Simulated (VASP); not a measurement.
**Si under biaxial strain in the (001) plane**

How do the elastic response and the band edges of Si follow biaxial strain in the (001) plane?

Method: LDA; plane waves and PAW (Si), in the first sound run; inputs show where later runs differ, in VASP 6.6.1.

Report form: the programs' logs are mostly left out.

**1. The starting structure**

The structure is cubic, space group Fd-3m (No. 227). Conventional cell: a = 5.431 Å, b = 5.431 Å, c = 5.431 Å, α = 90.00°, β = 90.00°, γ = 90.00°. Nearest to Si lie 4 Si at 2.35 Å.

**2. Relax the crystal, LDA**

The series starts from the cell that this level prefers, so that zero strain is near zero stress.

This step took 2 runs in a row; the last is shown.

Level: LDA; plane waves and PAW (Si).

INCAR

```
SYSTEM = Si
PREC = Accurate
ENCUT = 450
EDIFF = 1E-07
NELM = 120
ISMEAR = 0
SIGMA = 0.02
LREAL = .FALSE.
ALGO = Normal
GGA = CA
NBANDS = 10
LORBIT = 11
LWAVE = .FALSE.
LCHARG = .FALSE.
KPAR = 16
IBRION = 2
NSW = 40
ISIF = 3
EDIFFG = -0.005
POTIM = 0.4
```

POSCAR

```
Si
1.0
    0.0000000000      2.7014008243      2.7014008243
    2.7014008243      0.0000000000      2.7014008243
    2.7014008243      2.7014008243      0.0000000000
Si
2
Direct
    0.0000000000      0.0000000000      0.0000000000
    0.2500000000      0.2500000000      0.2500000000
```

KPOINTS

```
Automatic mesh
0
Gamma
10 10 10
0 0 0
```

The projector-augmented-wave data sets are Si (LDA family, release 64).

Started as:

```console
$ mpirun -np 16 vasp_std
```

Wall time 1.8 s (16 MPI ranks of Intel Xeon 6975P-C (Granite Rapids), shared host); peak memory 2.2 GiB; 17 s of CPU time.

Numbers from this step:

```
energy(sigma→0) of the program : -11.9190 eV
stress, compression positive   : xx, yy, zz 0.00, 0.00, 0.00 GPa
volume                         : 39.427 Å³
ionic steps                    : 1
```

**3. Strain along the normal, LDA**

One member in full: the plane is strained by -0.5 %, and the strain along the normal is moved by secant steps until the normal stress is under 0.012 GPa or five steps are spent; the atoms relax at each step.

This step took 2 runs, each at a new trial strain with the atoms of the one before; the last is shown.

Level: LDA; plane waves and PAW (Si).

INCAR, as its differences from that of step 2:

```diff
@@ -14,7 +14,7 @@
 LCHARG = .FALSE.
-KPAR = 16
-IBRION = 2
-NSW = 40
-ISIF = 3
-EDIFFG = -0.005
-POTIM = 0.4
+KPAR = 4
+IBRION = 1
+NSW = 25
+ISIF = 2
+EDIFFG = -0.004
+POTIM = 0.3
```

POSCAR

```
Si
1.0
    0.0000000000      2.6878938200      2.7122394790
    2.6878938200      0.0000000000      2.7122394790
    2.6878938200      2.6878938200      0.0000000000
Si
2
Direct
    0.0000000000      0.0000000000      0.0000000000
    0.2500000000      0.2500000000      0.2500000000
```

KPOINTS is that of step 2.

Started as:

```console
$ mpirun -np 4 vasp_std
```

Wall time 3.6 s (4 MPI ranks); peak memory 0.56 GiB; 12 s of CPU time.

This run gave:

```
energy(sigma→0) of the program : -11.9179 eV
stress, compression positive   : xx, yy, zz 0.89, 0.89, 0.00 GPa
ionic steps                    : 1
```

**4. Band edges, HSE06**

Short lines in KPOINTS_OPT sample the zone centre along and across the normal of the plane, for masses, and the other valleys.

Level: HSE06; plane waves and PAW (Si).

INCAR

```
SYSTEM = Si
PREC = Accurate
ENCUT = 450
EDIFF = 1E-06
NELM = 100
ISMEAR = 0
SIGMA = 0.02
LREAL = .FALSE.
ALGO = Normal
LHFCALC = .TRUE.
AEXX = 0.25
GGA = PE
HFSCREEN = 0.2
LASPH = .TRUE.
NBANDS = 9
PRECFOCK = Fast
LWAVE = .FALSE.
LCHARG = .FALSE.
KPAR = 4
```

POSCAR is that of step 3.

KPOINTS

```
Automatic mesh
0
Gamma
5 5 5
0 0 0
```

KPOINTS_OPT

```
Line mode
6
Line-mode
Reciprocal
  0.00000000   0.00000000   0.00000000
  0.02158332   0.02158332   0.00000000

  0.00000000   0.00000000   0.00000000
  0.00000000  -0.02138958  -0.02138958

  0.31000000   0.31000000   0.00000000
  0.50000000   0.50000000   0.00000000

  0.00000000   0.31000000   0.31000000
  0.00000000   0.50000000   0.50000000

  0.45000000   0.45000000   0.45000000
  0.50000000   0.50000000   0.50000000

  0.45000000   0.00000000   0.00000000
  0.50000000   0.00000000   0.00000000

  0.42500000   0.42500000   0.00000000
  0.42500000   0.44638958   0.02138958

  0.50000000   0.50000000   0.50000000
  0.48487528   0.51512472   0.50000000
```

Started as:

```console
$ mpirun -np 4 vasp_std
```

The job ended after 38 s (4 MPI ranks; peak memory 0.99 GiB).

This run gave:

* energy(sigma→0) of the program: -12.6096 eV

**5. Band edges, LDA**

Level: LDA; plane waves and PAW (Si).

INCAR

```
SYSTEM = Si
PREC = Accurate
ENCUT = 450
EDIFF = 1E-06
NELM = 100
ISMEAR = 0
SIGMA = 0.02
LREAL = .FALSE.
ALGO = Normal
GGA = CA
NBANDS = 9
LWAVE = .FALSE.
LCHARG = .FALSE.
KPAR = 4
```

POSCAR is that of step 4.

KPOINTS

```
Automatic mesh
0
Gamma
8 8 8
0 0 0
```

KPOINTS_OPT is that of step 4.

Started as:

```console
$ mpirun -np 4 vasp_std
```

Elapsed: 3 s, on 4 MPI ranks; peak memory 0.56 GiB.

Read from the output:

- energy(sigma→0) of the program: -11.9144 eV
- stress, compression positive: xx, yy, zz 0.89, 0.89, 0.01 GPa

The run ends at a pressure of 0.60 GPa.

**6. All members**

LASPH is off in runs at LDA and on in runs at HSE06.

Hybrid runs start from orbitals of a short LDA run, not shown.

Runs beyond LDA use the data sets made with LDA; this shifts their levels slightly, and their total energies have another zero.

The other members went through these steps as far as the tables show, with the same cutoff and, step by step, the same mesh; 34 runs are not shown. The session took 0.40 core hours (wall time by ranks) on a shared machine.

```
in-plane strain (%)  strain along the normal (%)  in-plane stress, tension positive (GPa)  energy above the unstrained row (meV/atom)  gap on the mesh, LDA (eV)
             -2.000                        1.590                                   -3.700                                       8.944                      0.214
             -1.000                        0.800                                   -1.795                                       2.207                      0.335
             -0.500                        0.401                                   -0.885                                       0.553                      0.395
                  0                        0.000                                   -0.003                                       0.000                      0.453
              0.500                       -0.398                                    0.856                                       0.517                      0.368
              1.000                       -0.799                                    1.689                                       2.074                      0.283
              2.000                       -1.615                                    3.272                                       8.195                      0.116
```

Slopes at zero strain, from cubics through all rows: strain ratio -0.799, stress over strain 174 GPa. For a cubic crystal strained in (001) the ratio is −2C₁₂/C₁₁.

Band edges at HSE06, counted from the valence-band top at Γ, with one row partly withheld:

```
in-plane strain (%)  gap (eV)  conduction band at Γ (eV)  Δ or X valley along z (eV)  Δ or X valley along x (eV)  lowest conduction level at L, [111] (eV)  lowest conduction level at L, [-111] (eV)  second valence level below the top (eV)  third valence level below the top (eV)
             -2.000     0.892                      3.245                       1.232                       0.892                                     2.266                                      2.266                                    0.000                                   0.284
             -1.000     1.021                      3.304                           ?                       1.021                                     2.316                                      2.316                                    0.000                                   0.138
             -0.500     1.084                      3.334                       1.169                       1.084                                     2.328                                      2.328                                    0.000                                   0.068
                  0     1.146                      3.364                       1.146                       1.146                                     2.330                                      2.330                                    0.000                                   0.000
              0.500     1.057                      3.295                       1.056                       1.141                                     2.259                                      2.259                                    0.066                                   0.066
              1.000     0.969                      3.228                       0.968                       1.137                                     2.183                                      2.183                                    0.131                                   0.131
              2.000     0.794                      3.097                       0.792                       1.131                                     2.019                                      2.019                                    0.256                                   0.256
```

Conduction masses, in electron masses:

```
in-plane strain (%)  Δz mass, longitudinal  Δz mass, transverse, at 0.85 of Γ–X  L [111] mass, longitudinal
             -2.000                  0.920                                0.182                       1.707
             -1.000                  0.903                                0.184                       1.743
             -0.500                  0.896                                0.186                       1.771
                  0                  0.888                                0.186                       1.751
              0.500                  0.881                                0.189                       1.727
              1.000                  0.872                                0.190                       1.717
              2.000                  0.854                                0.193                       1.654
```

Band edges at LDA, counted from the valence-band top at Γ:

```
in-plane strain (%)  gap (eV)  conduction band at Γ (eV)  Δ or X valley along z (eV)  Δ or X valley along x (eV)  lowest conduction level at L, [111] (eV)  lowest conduction level at L, [-111] (eV)  second valence level below the top (eV)  third valence level below the top (eV)
             -2.000     0.201                      2.414                       0.525                       0.201                                     1.425                                      1.425                                    0.000                                   0.268
             -1.000     0.322                      2.472                       0.484                       0.322                                     1.471                                      1.471                                    0.000                                   0.130
             -0.500     0.382                      2.501                       0.463                       0.382                                     1.481                                      1.481                                    0.000                                   0.064
                  0     0.441                      2.530                       0.441                       0.441                                     1.484                                      1.484                                    0.000                                   0.000
              0.500     0.356                      2.465                       0.356                       0.436                                     1.418                                      1.418                                    0.062                                   0.062
              1.000     0.273                      2.401                       0.273                       0.433                                     1.347                                      1.347                                    0.123                                   0.123
              2.000     0.108                      2.277                       0.107                       0.429                                     1.196                                      1.196                                    0.241                                   0.241
```

Conduction masses, in electron masses:

```
in-plane strain (%)  Δz mass, longitudinal  Δz mass, transverse, at 0.85 of Γ–X  L [111] mass, longitudinal
             -2.000                  0.979                                0.183                       1.794
             -1.000                  0.960                                0.186                       1.837
             -0.500                  0.956                                0.187                       1.869
                  0                  0.946                                0.188                       1.833
              0.500                  0.939                                0.190                       1.818
              1.000                  0.929                                0.191                       1.813
              2.000                  0.912                                0.195                       1.764
```

**7. A fit to the known rows**

The quantity to fit is the splitting of the Δ or X valleys (z less x) at HSE06: 0.340, 0.085, 0.000, -0.084, -0.169, -0.338 eV in the rows shown.

Fitting a parabola to the 6 known rows (d: strain along the axis less the strain across it, in %) gives E = 1.34e-4 d² + 0.09407 d + 4.32e-5 in eV; the residuals are 3.4e-5 eV r.m.s.

For the withheld row, d = 1.800, the fit gives 0.1698 eV.

**8. The withheld row**

The calculation gives 0.1697 eV, so the prediction is 0.0001 eV too high.

The splitting is Ξu times d, with d as a fraction, so the linear term gives Ξu = 9.4 eV.

**9. Summary of results**

```json
{
 "ratio of normal to in-plane strain": "-0.799",
 "biaxial modulus": "174 GPa",
 "gap of the unstrained cell, HSE06": "1.15 eV",
 "gap of the unstrained cell, LDA": "0.44 eV",
 "shear deformation potential Ξu of the Δ or X valleys": "9.4 eV",
 "error of the predicted row": "0.1 meV",
 "valence shear potential |b|, HSE06": "2.49 eV"
}
```

As a check, the curvature of the energy gives 174 GPa for the same modulus (energy per volume = M × strain²), 0 % from the slope of the stress. At HSE06 the lowest conduction valley is Δ or X throughout, and the gap runs between 0.79 and 1.15 eV. At LDA the lowest conduction valley is Δ or X throughout, and the gap runs between 0.11 and 0.44 eV. Without spin-orbit coupling the three valence levels split by 3|b| times the difference of the strains; the rows within 1 % give |b| = 2.49 eV. Hole masses are left out throughout, since the top bands are degenerate or cross in many series; of conduction masses, those of the Γ, L and (for Si and Ge under (001) strain) Δ valleys are kept where they change by under an eighth between rows. A measured gap of unstrained Si is 1.1 eV (arxiv:1111.5263, band gap, quoted experimental value, temperature not given); the static gaps here belong to the lattice relaxed at LDA. HSE06 ran on a coarser mesh than the semilocal levels. Semilocal gaps are as a rule too small. Spin-orbit coupling is left out at HSE06 and LDA, so the valence splittings there lack it. Δ or X levels are the lowest on their line, refined by a parabola unless they lie at X; the gap is read from all points sampled and can differ from the lowest valley by some meV, or by tens of meV where strain moves the valence top off Γ. Temperature, zero-point motion and excitons are left out.

[Lines on the potential files, build, host, timing and source positions are cut from VASP's logs without a mark.]

[Logs are printed without paths, hosts, clocks, repeated set-up lines and the standing remarks that a program may print on its own settings, such as how far it seeks lower states.]

[Hosts, paths, dates, database ids (printed as entryN), source tags and the programs' standing remarks are cut or masked in the printed files.]

[In band tables of VASP the shares of atoms and orbitals are scaled to a sum of 1 inside the atoms' spheres.]
